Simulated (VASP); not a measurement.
## ZnCdS$_{2}$ (space group P3m1): computed properties

These are PBEsol GGA, VASP's PBE PAW potentials (set 64) (plane waves; VASP 6.6.1) values and carry that method's errors.

```json
{
 "space_group": "P3m1 (156)",
 "cell": "a = b = 3.934 Å, c = 6.521 Å, α = β = 90.00°, γ = 120.00°",
 "volume_per_atom": "21.86 Å³/atom",
 "band gap (over mesh and band path)": "1.32 eV",
 "smallest direct gap (over mesh and band path)": "1.32 eV",
 "band_edge_character": "direct, Γ to Γ",
 "density": "4.60 g/cm³"
}
```

CdZnS2 is modelled in the trigonal space group P3m1 (No. 156), Pearson symbol hP4. Lattice parameters: a = b = 3.9343 Å, c = 6.5215 Å, α = β = 90.00°, γ = 120.00°. Zn on 1a is coordinated by 4 S at 2.313–2.376 Å (tetrahedral). Cd on 1b sees 4 S at 2.483–2.511 Å (tetrahedral). S1 on 1b is surrounded by 3 Zn at 2.376 Å and 1 Cd at 2.511 Å (tetrahedral). S2 on 1a is surrounded by 1 Zn at 2.313 Å and 3 Cd at 2.483 Å (tetrahedral). (Neighbours: up to the widest gap in distance over summed covalent radii, below 1.35, at either atom; cation-cation and far metal-metal contacts left out.)

The structure comes from a computed database's ZnCdS2 entry (P3m1); how it stands against other phases isn't given here. It was relaxed first, which changed the volume by -5 %. Symmetry was kept, so distortions that lower it aren't found.
